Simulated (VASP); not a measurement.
These are PBEsol GGA, VASP's PBE PAW potentials (set 64) (plane waves; VASP) values and carry that method's errors.

A VASP calculation is set up with these files.

File KPOINTS:
```
Automatic mesh
0
Gamma
11 11 11
0 0 0
```

INCAR:
```
ALGO=Normal
EDIFF=1E-6
EDIFFG=-0.01
ENCUT=400
GGA=PS
IBRION=2
ISIF=3
ISMEAR=1
LASPH=.TRUE.
LCHARG=.FALSE.
LMAXMIX=4
LREAL=.FALSE.
LWAVE=.FALSE.
NELM=100
NSW=60
PREC=Accurate
SIGMA=0.1
SYSTEM=CoGa
```

### POSCAR
```
CoGa
1.0
  2.8800000000   0.0000000000   0.0000000000
  0.0000000000   2.8800000000   0.0000000000
  0.0000000000   0.0000000000   2.8800000000
Ga Co
1 1
Cart
  1.4400000000   1.4400000000   1.4400000000
  0.0000000000   0.0000000000   0.0000000000
```

POTCAR, in this order: Ga_d Co (PBE.64 set). Program: vasp_std.

Energy and stress use the plane-wave basis of the starting cell.

**Question.** Predict the energy per atom (σ→0), volume per atom, band gap (on the k-mesh).

**Answer.** 
```yaml
energy per atom (σ→0): -5.889 eV/atom
band gap (on the k-mesh): none (metal, semimetal or under 0.01 eV)
volume_per_atom: 11.43 Å³/atom
```

OSZICAR:
```
...
DAV:   2    -0.123257046174E+02    0.35033E-01   -0.61870E+00  1723   0.363E+01    0.524E+00
DAV:   3    -0.118360236985E+02    0.48968E+00   -0.28210E+00  1780   0.243E+01    0.178E+00
DAV:   4    -0.117823915662E+02    0.53632E-01   -0.10975E-01  2170   0.529E+00    0.366E-01
DAV:   5    -0.117769955086E+02    0.53961E-02   -0.72976E-03  2289   0.153E+00    0.761E-02
DAV:   6    -0.117767809137E+02    0.21459E-03   -0.30713E-04  2164   0.271E-01    0.203E-02
DAV:   7    -0.117767824328E+02   -0.15191E-05   -0.11983E-05  2617   0.420E-02    0.361E-03
DAV:   8    -0.117767831266E+02   -0.69381E-06   -0.59283E-07  1009   0.996E-03
   3 F= -.11776783E+02 E0= -.11777122E+02  d E =-.275170E-01
```

The compound is CoGa in the CsCl type structure. This run relaxes it. Symmetry was kept, so distortions that lower it aren't found. The run is not spin-polarised, so no magnetic state was tried.
